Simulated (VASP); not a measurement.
Data:

```xyz
5
Lattice="4.8602 0.0000 0.0000 0.0000 4.8602 0.0000 0.0000 0.0000 4.8602" Properties=species:S:1:pos:R:3 pbc="T T T"
Ca     0.0000     2.4301     2.4301
Ca     2.4301     0.0000     2.4301
Ca     2.4301     2.4301     0.0000
Sb     0.0000     0.0000     0.0000
N      2.4301     2.4301     2.4301
```

These are LDA (Ceperley-Alder, Perdew-Zunger), VASP's LDA PAW potentials (set 64) (plane waves; VASP) values and carry that method's errors. Numerical set-up: 400 eV cut-off, 6×6×6 Γ-centred mesh, Fermi-Dirac smearing of 0.020 eV, potentials Ca_sv Sb N.

At this cut-off the stress carries a Pulay error, which pulls relaxed volumes low. Unless said otherwise, spin-orbit coupling is left out, though it shifts the bands of the heavy elements here.

Question: What does the run give for the energy per atom (σ→0), pressure, band gap (on the k-mesh) with the smallest direct gap where there is one?

Answer: 
The band gap (on the k-mesh) is 0.35 eV, the smallest direct gap (on the k-mesh) is 0.35 eV and the energy per atom (σ→0) comes out as -5.340 eV/atom. The pressure is -4.67 GPa.

The absolute energy has meaning only against runs of the same code, potentials and settings.

The structure comes from a computed database's Ca3SbN entry (Pm-3m); how it stands against other phases isn't given here. The cell was not relaxed at this level.
